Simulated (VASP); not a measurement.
Given:

```xyz
2
Lattice="0.0000 2.5587 2.5587 2.5587 0.0000 2.5587 2.5587 2.5587 0.0000" Properties=species:S:1:pos:R:3 pbc="T T T"
Mg     0.0000     0.0000     0.0000
S      2.5587     2.5587     2.5587
```

The numbers are results of LDA (Ceperley-Alder, Perdew-Zunger), VASP's LDA PAW potentials (set 64) (plane waves; VASP), not measurements. Run with 400 eV cut-off, 9×9×9 Γ-centred mesh, Gaussian smearing of 0.010 eV, potentials Mg S.

Question: Give the electronic dielectric tensor ε∞ (DFPT, local fields included).

Answer: 
```
5.55  0.00  0.00
0.00  5.55  0.00
0.00  0.00  5.55
```

Question: Give the Born effective charges.

Answer: 
| atom | Z*xx | Z*yy | Z*zz | mean |
|---|---|---|---|---|
| Mg1 | 2.28 | 2.28 | 2.28 | 2.28 |
| S2 | -2.28 | -2.28 | -2.28 | -2.28 |

The structure comes from a computed database's MgS entry (Fm-3m); how it stands against other phases isn't given here. It was relaxed first, which changed the volume by -5 %.
